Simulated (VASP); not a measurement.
Input:

```yaml
crystal:
  lattice:
    - [0.00000, 2.23505, 2.23505]
    - [2.23505, 0.00000, 2.23505]
    - [2.23505, 2.23505, 0.00000]
  atoms:
    - { symbol: Si, position: [0.00000, 0.00000, 0.00000] }
    - { symbol: C, position: [0.25000, 0.25000, 0.25000] }
```

Level of theory: vdW-DF2, VASP's PBE PAW potentials (set 64) (plane waves; VASP). Numerical set-up: 520 eV cut-off, 10×10×10 Γ-centred mesh, Gaussian smearing of 0.050 eV, potentials Si C.

Problem. Give the stress tensor in GPa (positive for a compressed cell).

Solution. 
```
-5.34   0.00   0.00
 0.00  -5.34   0.00
 0.00   0.00  -5.34
```
The pressure is its mean diagonal, -5.34 GPa.

The compound is SiC in the zinc blende structure. This cell is one point of a volume scan, at 1.03 of the reference volume.
